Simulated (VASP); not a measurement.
OSZICAR of a VASP run on ZnS (wurtzite):

### OSZICAR
```
       N       E                     dE             d eps       ncg     rms          rms(c)
DAV:   1     0.203152457898E+03    0.20315E+03   -0.17303E+04   924   0.190E+03
DAV:   2    -0.224054845417E+02   -0.22556E+03   -0.22052E+03   972   0.372E+02
DAV:   3    -0.434061196228E+02   -0.21001E+02   -0.20923E+02  1104   0.118E+02
DAV:   4    -0.438447896879E+02   -0.43867E+00   -0.43829E+00  1056   0.175E+01
DAV:   5    -0.438529025999E+02   -0.81129E-02   -0.81122E-02  1124   0.227E+00    0.988E+00
DAV:   6    -0.396814467403E+02    0.41715E+01   -0.36649E+00  1118   0.522E+01    0.901E+00
DAV:   7    -0.370900392028E+02    0.25914E+01   -0.11543E+00   942   0.128E+01    0.448E+00
DAV:   8    -0.378267563120E+02   -0.73672E+00   -0.93284E-01   954   0.724E+00    0.149E+00
DAV:   9    -0.376893209414E+02    0.13744E+00   -0.19368E-01   930   0.415E+00    0.943E-01
DAV:  10    -0.376018010472E+02    0.87520E-01   -0.91805E-02   978   0.288E+00    0.462E-01
DAV:  11    -0.376791653483E+02   -0.77364E-01   -0.71692E-02   942   0.254E+00    0.152E-01
DAV:  12    -0.376770197747E+02    0.21456E-02   -0.20936E-02   978   0.121E+00    0.104E-01
DAV:  13    -0.376836187201E+02   -0.65989E-02   -0.26835E-03  1104   0.406E-01    0.377E-02
DAV:  14    -0.376848817779E+02   -0.12631E-02   -0.10052E-02   948   0.958E-01    0.676E-02
DAV:  15    -0.376888504263E+02   -0.39686E-02   -0.25249E-03   954   0.549E-01    0.405E-02
DAV:  16    -0.376889964716E+02   -0.14605E-03   -0.33191E-04  1032   0.144E-01    0.368E-03
DAV:  17    -0.376890145513E+02   -0.18080E-04   -0.10080E-05  1094   0.305E-02    0.980E-03
DAV:  18    -0.376890171627E+02   -0.26114E-05   -0.19791E-06  1056   0.127E-02    0.516E-03
DAV:  19    -0.376890125351E+02    0.46276E-05   -0.87470E-07  1032   0.839E-03    0.125E-03
DAV:  20    -0.376890095637E+02    0.29714E-05   -0.23087E-07   786   0.520E-03    0.734E-04
DAV:  21    -0.376890109058E+02   -0.13421E-05   -0.11466E-08   612   0.134E-03    0.321E-04
DAV:  22    -0.376890098352E+02    0.10706E-05   -0.62526E-09   576   0.902E-04    0.216E-04
DAV:  23    -0.376890102055E+02   -0.37025E-06   -0.17898E-09   558   0.953E-04    0.549E-05
DAV:  24    -0.376890100887E+02    0.11680E-06   -0.17894E-09   570   0.392E-04    0.748E-05
DAV:  25    -0.376890101546E+02   -0.65950E-07   -0.40962E-10   558   0.255E-04
   1 F= -.37689010E+02 E0= -.37689010E+02  d E =-.376890E+02
       N       E                     dE             d eps       ncg     rms          rms(c)
DAV:   1    -0.376894136026E+02   -0.40351E-03   -0.32904E-01   936   0.403E+00    0.225E-01
DAV:   2    -0.376905157638E+02   -0.11022E-02   -0.75267E-03  1068   0.631E-01    0.616E-02
DAV:   3    -0.376905452406E+02   -0.29477E-04   -0.18699E-04  1020   0.115E-01    0.505E-02
DAV:   4    -0.376904838707E+02    0.61370E-04   -0.12197E-04   972   0.838E-02    0.179E-02
DAV:   5    -0.376905368636E+02   -0.52993E-04   -0.73675E-05   948   0.733E-02    0.643E-03
DAV:   6    -0.376905381845E+02   -0.13210E-05   -0.12688E-05   960   0.315E-02    0.554E-03
DAV:   7    -0.376905414498E+02   -0.32653E-05   -0.71476E-06   966   0.228E-02    0.334E-03
DAV:   8    -0.376905429890E+02   -0.15392E-05   -0.68851E-07  1032   0.697E-03    0.687E-04
DAV:   9    -0.376905430217E+02   -0.32706E-07   -0.82765E-08   654   0.263E-03
   2 F= -.37690543E+02 E0= -.37690543E+02  d E =-.153287E-02
       N       E                     dE             d eps       ncg     rms          rms(c)
DAV:   1    -0.376901786314E+02    0.36436E-03   -0.22086E-01   936   0.330E+00    0.183E-01
DAV:   2    -0.376909134064E+02   -0.73478E-03   -0.50084E-03  1062   0.514E-01    0.500E-02
DAV:   3    -0.376909321332E+02   -0.18727E-04   -0.12554E-04  1020   0.930E-02    0.412E-02
DAV:   4    -0.376908904108E+02    0.41722E-04   -0.81745E-05   966   0.682E-02    0.145E-02
DAV:   5    -0.376909254685E+02   -0.35058E-04   -0.50658E-05   948   0.602E-02    0.522E-03
DAV:   6    -0.376909265256E+02   -0.10571E-05   -0.87849E-06   948   0.258E-02    0.455E-03
DAV:   7    -0.376909284722E+02   -0.19466E-05   -0.50587E-06   942   0.190E-02    0.272E-03
DAV:   8    -0.376909296989E+02   -0.12267E-05   -0.52217E-07  1038   0.613E-03    0.557E-04
DAV:   9    -0.376909296846E+02    0.14267E-07   -0.53754E-08   600   0.214E-03
   3 F= -.37690930E+02 E0= -.37690930E+02  d E =-.191953E-02
```

Question: Which electronic solver shows in the log?

Answer: It is blocked Davidson (ALGO = Normal, or the opening steps of other solvers). The INCAR had ALGO = Normal.

Question: Can the final energy be trusted as converged?

Answer: The calculation finished and met its thresholds. It stopped with EDIFF = 1E-7, NELM = 100, NSW = 30 and EDIFFG = -0.01 after 3 ionic steps (r2SCAN meta-GGA, plane waves, VASP's PBE PAW potentials (set 64)).

The compound is ZnS in the wurtzite structure, the high-temperature form. This cell was strained or had an atom moved on purpose. Symmetry was kept, so distortions that lower it aren't found.
